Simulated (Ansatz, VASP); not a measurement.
# Cross-check of ZnSn2 between VASP and Ansatz, part 2 of 2

Wanted: the spread between two codes on one cell, functional and k mesh. The cell is generated by rule, not measured, and may not be a known phase. Of the first pair: The two relaxations start from unlike cells of this crystal (the structure described is Ansatz's start), so only their ends are compared.

VASP 6.6.1 and Ansatz 0.2.0.

So far: Set-up; VASP: relaxation of cell and atoms, PBEsol, pair 1; Ansatz: relaxation of cell and atoms, PBEsol, pair 1; Side by side.

### Step 5. VASP: relaxation of cell and atoms, PBEsol, pair 2

Level of this step: PBEsol; plane waves and PAW (Sn_d, Zn); invented cell (VASP).

The relaxed volume is the usual yardstick between codes: in a stiff, nearly cubic crystal its relative difference is about their pressure difference at one cell divided by the bulk modulus. Its start cell is another than that of the pair before, and may be another structure of the material.

File INCAR:

```
SYSTEM = ZnSn2
PREC = Accurate
ENCUT = 500
EDIFF = 1E-07
NELM = 120
ISMEAR = 0
SIGMA = 0.1
LREAL = .FALSE.
ALGO = Normal
GGA = PS
NBANDS = 26
LORBIT = 11
LWAVE = .FALSE.
LCHARG = .FALSE.
ISIF = 3
IBRION = 2
NSW = 80
EDIFFG = -0.005
LASPH = .TRUE.
GGA_COMPAT = .FALSE.
NELMIN = 4
KPAR = 2
```

File POSCAR:

```
ZnSn2
1.0
   -1.6797790000      1.6797790000      5.9864930000
    1.6797790000     -1.6797790000      5.9864930000
    1.6797790000      1.6797790000     -5.9864930000
Sn Zn
2 1
Direct
    0.6480970578      0.6480970578      0.0000000000
    0.3519029422      0.3519029422      0.0000000000
    0.0000000000      0.0000000000      0.0000000000
```

File KPOINTS:

```
Automatic mesh
0
Gamma
18 18 18
0 0 0
```

The projector-augmented-wave data sets are Sn_d and Zn (PBE family, release 64).

Run with:

```
$ mpirun -np 2 vasp_std
```

Numbers of over 12 decimals in the logs are rounded to 6 here.

Log:

```text
[banner, memory and clock lines left out]
running    2 mpi-ranks, on    1 nodes
[...]
[... a notice as in an earlier step ...]

 LDA part: xc-table for (Slater+PW92), standard interpolation
 POSCAR, INCAR and KPOINTS ok, starting setup
[...]
entering main loop
       N       E                     dE             d eps       ncg     rms          rms(c)
DAV:   1     0.304849223217E+03    0.30485E+03   -0.20561E+04 25070   0.244E+03
DAV:   2     0.224206852427E+02   -0.28243E+03   -0.27856E+03 25014   0.483E+02
DAV:   3    -0.904782271347E+01   -0.31469E+02   -0.31193E+02 28358   0.157E+02
DAV:   4    -0.100351502316E+02   -0.98733E+00   -0.98529E+00 29638   0.296E+01
[...]
DAV:  11    -0.984158286510E+01    0.24769E-05   -0.38953E-05 28900   0.952E-02    0.944E-03
DAV:  12    -0.984158288546E+01   -0.20361E-07   -0.59541E-06 30810   0.299E-02    0.210E-03
DAV:  13    -0.984158291333E+01   -0.27863E-07   -0.70254E-07 23370   0.105E-02
   1 F= -.98415829E+01 E0= -.98385829E+01  d E =-.984158E+01
[... from here on, the cycles between the ionic steps are left out ...]
   2 F= -.98427739E+01 E0= -.98397978E+01  d E =-.119096E-02
   3 F= -.98436711E+01 E0= -.98406718E+01  d E =-.208816E-02
   4 F= -.98438508E+01 E0= -.98408798E+01  d E =-.179678E-03
   5 F= -.98438855E+01 E0= -.98409062E+01  d E =-.214404E-03
[...]
reached required accuracy - stopping structural energy minimisation
```

OUTCAR, selected parts (step 5):

```text
  Total       -0.0043090     -0.0043090      0.0091941      0.0000000      0.0000000      0.0000000
  in kB       -0.1020722     -0.1020722      0.2177916      0.0000000      0.0000000      0.0000000
  external PRESSURE =       0.0045491 kB  Pullay stress =       0.0000000 kB

 POSITION                                       TOTAL-FORCE (eV/Angst)
 -----------------------------------------------------------------------------------
      0.00000      0.00000      7.86025        -0.000000     -0.000000      0.003697
      0.00000      0.00000      4.25851         0.000000      0.000000     -0.003697
      0.00000      0.00000      0.00000         0.000000      0.000000      0.000000
 -----------------------------------------------------------------------------------
    total drift:                               -0.000000      0.000000     -0.000000

  FREE ENERGIE OF THE ION-ELECTRON SYSTEM (eV)
  ---------------------------------------------------
  free  energy   TOTEN  =        -9.8438854795 eV

  energy  without entropy=       -9.8379269410  energy(sigma->0) =       -9.84090621

[... 1 part as in an earlier step ...]

[... 3 further parts left out ...]
[key lines of the parts left out:]
E-fermi :   7.1757
```

### Step 6. Ansatz: relaxation of cell and atoms, PBEsol, pair 2

The same cell, functional, mesh and smearing now go to Ansatz, which takes its cutoff from its data sets.

The cell is taken from a series of runs on this material, whose earlier steps may have relaxed, scaled, displaced or heated it; both programs get it as it stands.

File input.yaml:

```yaml
crystal:
  lattice:
    - [-1.679778812, 1.679778812, 5.986492944]
    - [1.679778812, -1.679778812, 5.986492944]
    - [1.679778812, 1.679778812, -5.986492944]
  atoms:
    - { symbol: Sn, position: [0.6480970298, 0.6480970298, 0.0] }
    - { symbol: Sn, position: [0.3519029702, 0.3519029702, 0.0] }
    - { symbol: Zn, position: [0.0, 0.0, 0.0] }
kpoints:
  mp_grid: { grid: [18, 18, 18] }
hamiltonian:
  xc: pbesol
scf:
  occupations: { method: gaussian, width: 0.1 }
output:
  forces: true
  stress: true
  eigenvalues: true
  write_density: true
  write_potential: true
  elf: true
  volumetric_format: npy
relax:
  adjacent_minimum: "off"
  f_tol: 0.005
  max_steps: 80
  cell: { stress_tol: 0.05 }
```

Run with:

```
$ ansatz run input.yaml --threads 4 --pin off --max-ram 14336MiB --backend cpu --events-out ev --progress --plain --runs-dir out
```

Log:

```text
[...]
Crystal: 3 atoms, lattice volume = 67.567 Å³
Basis set: ecut = 420 eV, 1361 PW (Γ), FFT grids on a1−a2, a2, a1+a3, exchange–correlation on 64×90×48 points (8 copies of the dense FFT grid, shifted against one another)
Bands: 24, of which v1, the nominal top of the filled ones, is band 20 counted from 1 (19 counted from 0)
Symmetry: 16 space group operations
[...]
--- Relaxed structure (3 steps of the walk, 3 accepted, 1 SCFs on fresh bases) ---
[...]
cell:  # Å, volume = 67.6886 Å³
    - [-1.670657, 1.670657, 6.062909]
    - [1.670657, -1.670657, 6.062909]
    - [1.670657, 1.670657, -6.062909]
  atoms:
    - { symbol: Sn, position: [0.648438, 0.648438, 0] }
    - { symbol: Sn, position: [0.351562, 0.351562, 0] }
    - { symbol: Zn, position: [0, 0, 0] }
[key lines of the parts left out:]
SCF converged after 6 iterations
Free energy (F): -15180.202439 eV
Fermi energy:    11.171356 eV
P = ⅓ Tr σ = -0.0335 GPa (-0.335 kbar)
```

### Step 7. Comparison

Both answers:

```tsv
quantity	Ansatz	VASP	difference
volume (Å³)	67.69	67.64	+0.08 %
edge a after relaxation, in the typed setting (Å)	6.507	6.504	+0.05 %
```

### Step 8. Outcome

- difference in edge a after relaxation, in the typed setting (relaxation of cell and atoms, PBEsol, pair 1): 0.022 %
- difference in volume (relaxation of cell and atoms, PBEsol, pair 2): 0.078 %

In words: The difference in volume is 0.078 % (relaxation of cell and atoms, PBEsol, pair 2), within the 1.2 % picked in this series as the mark of a large difference, as far as the stopping tolerances let one tell. 1 further run of this series is not shown here. Such differences can come from data sets, numerical settings and the points named under the comparisons, not from the functional's error against experiment.

[Lines on the potential files, build, host, timing and source positions are cut from VASP's logs without a mark.]

[Logs are printed without paths, hosts, clocks, repeated set-up lines and the standing remarks that a program may print on its own settings, such as how far it seeks lower states.]

[Hosts, paths, dates, database ids (printed as entryN), source tags and the programs' standing remarks are cut or masked in the printed files.]
